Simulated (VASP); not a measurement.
# TiGa11As12 (a cell with a defect) in VASP: further runs

The runs below take TiGa11As12 (a cell with a defect) through single point, with PBEsol+U.

Everything below comes from runs of VASP 6.6.1. Logs are shortened: lines on timing, memory, paths and dates and some standing lists are left out, and cuts for length are marked.

## (1) Starting point

The cell holds a defect, 24 atoms: a = 11.993 Å, b = 7.996 Å, c = 7.996 Å, α = 60.00°, β = 60.00°, γ = 60.00°.

## (2) Single point, PBEsol+U, collinear spin, ferromagnetic start

Input file INCAR:

```
SYSTEM = TiGa11As12
ALGO = Normal
EDIFF = 1E-5
ENCUT = 350
GGA = PS
ISIF = 2
ISMEAR = 0
ISPIN = 2
ISYM = 0
KPAR = 4
LASPH = .True.
LCHARG = .False.
LDAU = .True.
LDAUJ = 0 0 0
LDAUL = 2 -1 -1
LDAUPRINT = 1
LDAUTYPE = 2
LDAUU = 3 0 0
LMAXMIX = 4
LORBIT = 11
LREAL = Auto
LWAVE = .False.
MAGMOM = 2 0 0 0 0 0 0 0 0 0 0 0 0 0 0 0 0 0 0 0 0 0 0 0
NELECT = 216.0
NELM = 120
NUPDOWN = 2
PREC = Accurate
SIGMA = 0.03
```

Input file KPOINTS:

```
k-points
0
Gamma
  2 3 3
  0 0 0
```

Input file POSCAR:

```
TiGa11As12                              
1.0
    0.0000000000      8.4805500000      8.4805500000
    5.6537000000      0.0000000000      5.6537000000
    5.6537000000      5.6537000000      0.0000000000
  Ti              Ga              As            
     1    11    12
Direct
     0.9926381835577227    0.0019685736489561    0.0024657738609093
     0.0028433883730136    0.0023238777615191    0.4966099647896349
     0.0027388380141165    0.4963320272198283    0.0044235712854804
     0.0025295375034617    0.4959625439634510    0.4981723206464916
     0.3284456989479638    0.0041527165362125    0.0060427803153396
     0.3343287589517888    0.0015961291448685    0.4963909686238455
     0.3342680452194948    0.4946320526550666    0.0035992306554386
     0.3305823969556592    0.5013591372230209    0.5033091869673131
     0.6683855160588784    0.9990594942755628    0.9997331489058238
     0.6612454487341647    0.0019918804279101    0.5058397162368349
     0.6614057662082203    0.5044557918217246    0.0035164998153767
     0.6668439088165393    0.5000835707673850    0.5013472121598026
     0.0827009848401704    0.1258364375254044    0.1262106578957913
     0.0867503277638514    0.1248869366637731    0.6192766258316094
     0.0867045807368016    0.6188488035308185    0.1270733670644161
     0.0807981982700602    0.6258613076320773    0.6279807620030016
     0.4215006156148377    0.1204626895245610    0.1221328521577745
     0.4123284799576489    0.1255153374985406    0.6317615023029876
     0.4124310180017434    0.6298589957658709    0.1275039892857689
     0.4166770313797328    0.6249077107797910    0.6268760166280057
     0.7354361736070519    0.1333719400290475    0.1346125856362556
     0.7518217198484120    0.1241651680634985    0.6247775058050848
     0.7517841745172710    0.6240241432501413    0.1253740983020872
     0.7503282081213986    0.6252457342909790    0.6268736628249143
```

Potentials or basis: VASP PAW PBE potentials, release 64 (Ti_sv, Ga_d, As).

Run with:

```
$ cat potpaw_PBE.64/Ti_sv/POTCAR potpaw_PBE.64/Ga_d/POTCAR potpaw_PBE.64/As/POTCAR > POTCAR
$ mpirun -np 4 vasp_std > vasp.out
```

OUTCAR:

```text
SYSTEM = TiGa11As12
   EDIFF = 1E-5
   ENCUT = 350
   GGA = PS
   ISIF = 2
   ISMEAR = 0
   ISPIN = 2
   ISYM = 0
   LASPH = .True.
   LORBIT = 11
   LREAL = Auto
   NELECT = 216.0
   NELM = 120
   NUPDOWN = 2
   PREC = Accurate

 ion  position               nearest neighbor table
   1  0.993  0.002  0.002-  13 2.50  15 2.50  14 2.50  21 2.52
   2  0.003  0.002  0.497-  13 2.42  14 2.42  22 2.46  16 2.46
   3  0.003  0.496  0.004-  13 2.42  15 2.42  23 2.46  16 2.46
   4  0.003  0.496  0.498-  14 2.42  15 2.42  16 2.46  24 2.47
   5  0.328  0.004  0.006-  13 2.41  17 2.43  18 2.44  19 2.44
   6  0.334  0.002  0.496-  14 2.42  17 2.44  18 2.46  20 2.46
[... 16 lines left out ...]
  23  0.752  0.624  0.125-   9 2.45  12 2.45   3 2.46  11 2.46
  24  0.750  0.625  0.627-  12 2.45  11 2.46  10 2.46   4 2.47

IMPORTANT INFORMATION: All symmetrisations will be switched off!
NOSYMM: (Re-)initialisation of all symmetry stuff for point group C_1.

----------------------------------------------------------------------------------------

                                     Primitive cell

  volume of cell :     542.1501

  direct lattice vectors                    reciprocal lattice vectors
     0.000000000  8.480550000  8.480550000    -0.058958440  0.058958440  0.058958440
     5.653700000  0.000000000  5.653700000     0.088437660 -0.088437660  0.088437660
     5.653700000  5.653700000  0.000000000     0.088437660  0.088437660 -0.088437660

  length of vectors
    11.993308826  7.995539218  7.995539218     0.102119014  0.153178521  0.153178521

  position of ions in fractional coordinates (direct lattice)
     0.992638184  0.001968574  0.002465774
     0.002843388  0.002323878  0.496609965
     0.002738838  0.496332027  0.004423571
     0.002529538  0.495962544  0.498172321
     0.328445699  0.004152717  0.006042780
     0.334328759  0.001596129  0.496390969
[... 16 lines left out ...]
     0.751784175  0.624024143  0.125374098
     0.750328208  0.625245734  0.626873663

  ion indices of the primitive-cell ions
   primitive index   ion index
                 1           1
                 2           2
                 3           3
                 4           4
                 5           5
                 6           6
[... 16 lines left out ...]
                23          23
                24          24

----------------------------------------------------------------------------------------

 KPOINTS: k-points

Automatic generation of k-mesh.
 Grid dimensions read from file:
 generate k-points for:    2    3    3

 Generating k-lattice:

  Cartesian coordinates                     Fractional coordinates (reciprocal lattice)
    -0.029479220  0.029479220  0.029479220     0.500000000  0.000000000  0.000000000
     0.029479220 -0.029479220  0.029479220     0.000000000  0.333333333  0.000000000
     0.029479220  0.029479220 -0.029479220     0.000000000  0.000000000  0.333333333

  Length of vectors
     0.051059507  0.051059507  0.051059507

  Shift w.r.t. Gamma in fractional coordinates (k-lattice)
     0.000000000  0.000000000  0.000000000

 WARNING: IBZKPT: internal override: KBLOWUP is changed to .FALSE.
      ... skipping the blow-up phase ...

 Subroutine IBZKPT returns following result:
 ===========================================

 Found     10 irreducible k-points:

 Following reciprocal coordinates:
            Coordinates               Weight
  0.000000  0.000000  0.000000      1.000000
  0.500000  0.000000  0.000000      1.000000
  0.000000  0.333333  0.000000      2.000000
  0.500000  0.333333  0.000000      2.000000
  0.000000  0.000000  0.333333      2.000000
  0.500000  0.000000  0.333333      2.000000
  0.000000  0.333333  0.333333      2.000000
  0.500000  0.333333  0.333333      2.000000
  0.000000 -0.333333  0.333333      2.000000
  0.500000 -0.333333  0.333333      2.000000
   k-points           NKPTS =     10   k-points in BZ     NKDIM =     10   number of bands    NBANDS=    130
   number of dos      NEDOS =    301   number of ions     NIONS =     24
[... 49 lines left out ...]
   LEPSILON=     F    determine dielectric tensor
   LRPA    =     F    only Hartree local field effects (RPA)
 spin polarized calculation
 Gauss-broadening in eV      SIGMA  =   0.03
  energy-cutoff  :      350.00
  volume of cell :      542.15
 maximum number of plane-waves:      8106
 NGX is ok and might be reduce to    80
   NGX = 37   NGY = 25   NGZ = 25

atom =   1  type =  1  l = 2

 onsite density matrix

spin component  1

  0.1315  0.0051 -0.0135 -0.0030  0.0004
  0.0051  0.1273 -0.0038  0.0049 -0.0002
 -0.0135 -0.0038  0.6585  0.0033  0.0145
 -0.0030  0.0049  0.0033  0.1316  0.0157
  0.0004 -0.0002  0.0145  0.0157  0.6404

spin component  2

  0.0975  0.0035  0.0048 -0.0016  0.0002
  0.0035  0.0943  0.0011  0.0035 -0.0012
  0.0048  0.0011  0.0164 -0.0023 -0.0002
 -0.0016  0.0035 -0.0023  0.0975 -0.0046
  0.0002 -0.0012 -0.0002 -0.0046  0.0168

 occupancies and eigenvectors

  o =  0.0159  v =  0.0000  0.0000  0.0000  0.0000  0.0000 -0.0535 -0.0060  0.9051  0.0481  0.4191      0.0000  0.0000  0.0000  0.0000  0.0000  0.0000  0.0000  0.0000  0.0000  0.0000
  o =  0.0167  v =  0.0000  0.0000  0.0000  0.0000  0.0000  0.0229  0.0168 -0.4202  0.0400  0.9061      0.0000  0.0000  0.0000  0.0000  0.0000  0.0000  0.0000  0.0000  0.0000  0.0000
  o =  0.0901  v =  0.0000  0.0000  0.0000  0.0000  0.0000  0.4563 -0.7652  0.0048  0.4539 -0.0151      0.0000  0.0000  0.0000  0.0000  0.0000  0.0000  0.0000  0.0000  0.0000  0.0000
  o =  0.0995  v =  0.0000  0.0000  0.0000  0.0000  0.0000 -0.6716  0.0368 -0.0585  0.7364 -0.0433      0.0000  0.0000  0.0000  0.0000  0.0000  0.0000  0.0000  0.0000  0.0000  0.0000
  o =  0.1003  v =  0.0000  0.0000  0.0000  0.0000  0.0000  0.5808  0.6425  0.0285  0.4978 -0.0353      0.0000  0.0000  0.0000  0.0000  0.0000  0.0000  0.0000  0.0000  0.0000  0.0000
  o =  0.1207  v = -0.4824  0.7298 -0.0043 -0.4841  0.0154  0.0000  0.0000  0.0000  0.0000  0.0000      0.0000  0.0000  0.0000  0.0000  0.0000  0.0000  0.0000  0.0000  0.0000  0.0000
  o =  0.1340  v =  0.6763 -0.0408  0.0211 -0.7349  0.0215  0.0000  0.0000  0.0000  0.0000  0.0000      0.0000  0.0000  0.0000  0.0000  0.0000  0.0000  0.0000  0.0000  0.0000  0.0000
  o =  0.1348  v = -0.5561 -0.6824 -0.0168 -0.4739  0.0154  0.0000  0.0000  0.0000  0.0000  0.0000      0.0000  0.0000  0.0000  0.0000  0.0000  0.0000  0.0000  0.0000  0.0000  0.0000
  o =  0.6328  v = -0.0137 -0.0037  0.4863 -0.0240 -0.8733  0.0000  0.0000  0.0000  0.0000  0.0000      0.0000  0.0000  0.0000  0.0000  0.0000  0.0000  0.0000  0.0000  0.0000  0.0000
  o =  0.6670  v =  0.0218  0.0064 -0.8733 -0.0197 -0.4862  0.0000  0.0000  0.0000  0.0000  0.0000      0.0000  0.0000  0.0000  0.0000  0.0000  0.0000  0.0000  0.0000  0.0000  0.0000

 number of electron     216.0000010 magnetization       2.0000000

 Free energy of the ion-electron system (eV)
  ---------------------------------------------------
  ext. energy  EPLUGINS =         0.00000000
  ---------------------------------------------------
  free energy    TOTEN  =      -106.52378308 eV

  energy without entropy =     -106.52242769  energy(sigma->0) =     -106.52310538

 E-fermi :   3.9981     XC(G=0):  -9.8111

 val. band max:        4.5811559648   @ k =   0.5000  -0.3333   0.3333
 cond. band min:       4.3975976618   @ k =   0.0000   0.0000   0.0000
 fundamental gap:     -0.1835583031
 Fermi energy:         4.5858665324

 spin component 1

 k-point     1 :       0.0000    0.0000    0.0000
  band No.  band energies     occupation
      1     -52.4797      1.00000
      2     -28.9295      1.00000
      3     -28.9140      1.00000
      4     -28.9119      1.00000
      5     -11.0696      1.00000
      6     -11.0550      1.00000
[... 1219 lines left out ...]
    119       7.3199      0.00000
    120       7.4005      0.00000
 Fermi energy:         3.9980953648

 spin component 2

 k-point     1 :       0.0000    0.0000    0.0000
  band No.  band energies     occupation
      1     -51.1987      1.00000
      2     -27.6866      1.00000
      3     -27.6165      1.00000
      4     -27.6021      1.00000
      5     -11.0675      1.00000
      6     -11.0527      1.00000
[... 1219 lines left out ...]
    119       7.3946      0.00000
    120       7.4339      0.00000
 [bands above 120 left out]

------------------------ aborting loop because EDIFF is reached ----------------------------------------

  FORCE on cell =-STRESS in cart. coord.  units (eV):
  Direction    XX          YY          ZZ          XY          YZ          ZX
  --------------------------------------------------------------------------------------
  -------------------------------------------------------------------------------------
  Total       13.6851588     13.4933815     13.4875740     -0.4470750      0.2873555     -0.4553973
  in kB       40.4427697     39.8760238     39.8588613     -1.3212086      0.8492012     -1.3458030
  external PRESSURE =      40.0592183 kB  Pullay stress =       0.0000000 kB

 VOLUME and BASIS-vectors are now :
 -----------------------------------------------------------------------------
  energy-cutoff  :      350.00
  volume of cell :      542.15
      direct lattice vectors                 reciprocal lattice vectors
     0.000000000  8.480550000  8.480550000    -0.058958440  0.058958440  0.058958440
     5.653700000  0.000000000  5.653700000     0.088437660 -0.088437660  0.088437660
     5.653700000  5.653700000  0.000000000     0.088437660  0.088437660 -0.088437660

 POSITION                                       TOTAL-FORCE (eV/Angst)
 -----------------------------------------------------------------------------------
      0.02507      8.43206      8.42925        -0.025957      0.028005      0.029518
      2.82082      2.83180      0.03725        -0.011114      0.000614      0.078670
      2.83112      0.04824      2.82934        -0.018417      0.083301     -0.002343
      5.62054      2.83797      2.82548        -0.037031      0.016207      0.017743
      0.05764      2.81956      2.80888         0.026168     -0.029067     -0.028786
      2.81547      5.64174      2.84432         0.007493     -0.018793     -0.005182
[... 16 lines left out ...]
      4.23687      7.08437      9.90359         0.002635     -0.011526     -0.023913
      7.07911      9.90735      9.89815        -0.000062     -0.014267     -0.008225
 -----------------------------------------------------------------------------------
    total drift:                                0.005901      0.001421      0.001516

  FREE ENERGIE OF THE ION-ELECTRON SYSTEM (eV)
  ---------------------------------------------------
  free  energy   TOTEN  =      -106.5237830788 eV

  energy  without entropy=     -106.5224276891  energy(sigma->0) =     -106.52310538

 total charge

# of ion       s       p       d       tot
------------------------------------------
    1        2.195   6.106   1.991  10.292
    2        0.891   0.820   9.997  11.708
    3        0.891   0.820   9.997  11.708
    4        0.891   0.813   9.996  11.700
    5        0.890   0.834   9.998  11.722
    6        0.889   0.813   9.995  11.697
[... 16 lines left out ...]
   23        1.213   1.599   0.031   2.844
   24        1.214   1.595   0.031   2.839
--------------------------------------------------
tot         26.531  34.514 112.336 173.381

 magnetization (x)

# of ion       s       p       d       tot
------------------------------------------
    1        0.016   0.011   1.358   1.385
    2        0.011   0.007  -0.000   0.018
    3        0.011   0.007  -0.000   0.018
    4        0.013   0.006  -0.000   0.019
    5        0.007   0.004  -0.000   0.011
    6        0.009   0.004  -0.000   0.012
[... 16 lines left out ...]
   23        0.002   0.002   0.000   0.004
   24        0.003   0.002   0.000   0.005
--------------------------------------------------
tot          0.115  -0.003   1.391   1.503
```

Wall time 7.8 min (4 MPI ranks of Intel Xeon 6975P-C (Granite Rapids), shared host); peak memory 0.93 GiB.

Results:

| Item | Value |
| --- | --- |
| Free energy | -106.5238 eV |
| Largest force | 0.085 eV/Å |
| Net moment | 2.00 μB per cell |
| Site moments | Ti +1.39; Ga +0.02, +0.01, +0.00; As -0.01, +0.01, +0.00 μB |
| Valence electrons inside the program's atomic spheres | Ti 10.29; Ga 11.71, 11.70, 11.72, 11.69; As 2.90, 2.84, 2.86, 2.85 |

Forces in eV/Å, atoms in the order of the input:
```
Ti  -0.026  0.028  0.030
Ga  -0.011  0.001  0.079
Ga  -0.018  0.083 -0.002
Ga  -0.037  0.016  0.018
Ga   0.026 -0.029 -0.029
Ga   0.007 -0.019 -0.005
Ga   0.010 -0.005 -0.014
Ga  -0.007  0.011  0.010
Ga   0.020 -0.007 -0.014
Ga  -0.003 -0.001  0.020
Ga   0.003  0.016 -0.003
Ga  -0.006  0.010  0.010
As   0.059 -0.009 -0.009
As  -0.022 -0.005 -0.025
As  -0.029 -0.026 -0.013
As  -0.002 -0.005  0.005
As   0.006 -0.013 -0.015
As   0.006  0.011 -0.010
As   0.005 -0.015  0.014
As  -0.006 -0.006 -0.003
As   0.025  0.010  0.003
As  -0.001 -0.020 -0.014
As   0.003 -0.012 -0.024
As   0.000 -0.014 -0.008
```

Eigenvalues of the final occupation matrices:
```csv
site,spin,trace,eigenvalues
site 1 d,1,1.69,0.12 0.13 0.13 0.63 0.67
site 1 d,2,0.32,0.02 0.02 0.09 0.10 0.10
```

Caveat: the cell is charged against a uniform background, so pressure and absolute levels hang on convention; the cutoff is under 1.25 times the usual one of these potentials, so pressure, stress and relaxed cells hold a basis-set (Pulay) error; the PAW data sets were made with another functional, which shifts forces and pressure a little; the total moment is fixed, so each spin has its own Fermi level; the U is typed as a test and isn't derived for this compound. The state reached can hang on the start; a lower one may exist.

(Continued in part 2 of 2.)
